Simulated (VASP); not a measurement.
```yaml
crystal:
  lattice:
    - [1.69860, 0.98069, 6.10749]
    - [-1.69860, 0.98069, 6.10749]
    - [0.00000, -1.96138, 6.10749]
  atoms:
    - { symbol: Ge, position: [0.00000, 0.00000, 0.00000] }
    - { symbol: S, position: [0.25765, 0.25765, 0.25765] }
    - { symbol: S, position: [0.74235, 0.74235, 0.74235] }
```

Level of theory: PBEsol GGA, VASP's PBE PAW potentials (set 64) (plane waves; VASP). Settings: 400 eV cut-off, Gaussian smearing of 0.050 eV, potentials Ge_d S.

Give the energies of bands 8 to 16 at the high-symmetry points, in eV from the valence-band maximum.

```csv
band,Γ,T,H2,L,S0,F
8,-6.29,-5.48,-8.66,-8.15,-8.70,-8.24
9,-0.54,-2.07,-4.88,-5.43,-4.67,-5.61
10,-0.54,-0.59,-4.44,-2.85,-4.62,-2.90
11,-0.48,-0.59,-3.92,-2.78,-4.03,-2.58
12,-0.22,-0.17,-1.07,-1.41,-1.08,-0.52
13,-0.22,-0.17,-1.04,-0.55,-1.06,-0.39
14,2.09,2.93,2.05,0.92,2.08,0.39
15,3.99,4.05,5.16,4.49,5.53,4.74
16,4.87,4.91,6.76,6.48,6.34,5.26
```

The gap is indirect, 0.39 eV, from the valence maximum at F-Γ at 0.73 to the conduction minimum at F.

The structure was generated: GeS2 was put into the CdCl2 type (R-3m), which need not be its known phase. It was relaxed first, which changed the volume by +11 %.
